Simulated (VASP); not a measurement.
A VASP calculation is set up with these files.

INCAR:
```
ALGO = Normal
EDIFF = 1E-6
ENCUT = 300
GGA = PE
GGA_COMPAT = .FALSE.
ISIF = 2
ISMEAR = 0
LASPH = .TRUE.
LCHARG = .FALSE.
LMAXMIX = 4
LNONCOLLINEAR = .TRUE.
LORBIT = 11
LREAL = .FALSE.
LSORBIT = .TRUE.
LWAVE = .FALSE.
MAGMOM = 2*0.0 4.0 6*0.0
NELM = 100
PREC = Accurate
SIGMA = 0.1
SYSTEM = MnGe2
```

**POSCAR**
```
MnGe2
4.8299990
  0.9235639593   0.0000000000   0.0000000000
 -0.4617820832   0.7998299793   0.0000000000
  0.0000000000   0.0000000000   1.0000000000
Mn Ge
1 2
Cart
  0.0000000000   0.0000000000   0.0000000000
 -0.0000005308   0.5332202528   0.5000000000
  0.4617824069   0.2666097265   0.5000000000
```

KPOINTS:
```
Automatic mesh
0
Gamma
4 4 3
0 0 0
```

POTCAR, in this order: Mn_pv Ge_d (PBE.64 set). Program: vasp_ncl.

Problem. Translate this PBE+SOC calculation to Ansatz.

Solution. One equivalent input (not run):
Ansatz 0.2 input:
```yaml
crystal:
  lattice:
    - [4.4608130, 0.0000000, 0.0000000]
    - [-2.2304070, 3.8631780, 0.0000000]
    - [0.0000000, 0.0000000, 4.8299990]
  atoms:
    - { symbol: Mn, position: [0.0000000, 0.0000000, 0.0000000], spin: 4, spin_axis: [0, 0, 1] }
    - { symbol: Ge, position: [0.3333330, 0.6666670, 0.5000000] }
    - { symbol: Ge, position: [0.6666670, 0.3333330, 0.5000000] }
kpoints:
  mp_grid: { grid: [4, 4, 3] }
hamiltonian:
  xc: pbe
  pseudopotentials: { kind: paw }
magnetization: { noncollinear: true, spin_orbit: true }
scf:
  occupations: { method: gaussian, width: 0.1 }
  max_iter: 100
output: { forces: true, stress: true, eigenvalues: true }
```
The two are equivalent in intent, not identical: each code has its own PAW files, so the cut-off isn't converted (ENCUT is set for VASP's; basis.ecutwfc is left out, and Ansatz then takes the one that its files recommend); Ansatz stops its SCF on the density residual and VASP on the energy change (EDIFF).

The structure was generated: MnGe2 was put into an ordered model structure, which need not be its known phase. The cell was not relaxed at this level. The k-mesh is coarse (spacing up to 0.43 per Å, 2π included), so the numbers may not be converged in it. The run is one of a series of settings (GGA_COMPAT = .FALSE., ISPIN removed, LNONCOLLINEAR = .TRUE., LSORBIT = .TRUE., MAGMOM = 0.0 0.0 4.0 0.0 0.0 0.0 0.0 0.0 0.0, program vasp_ncl against the base run), some of them coarse on purpose.
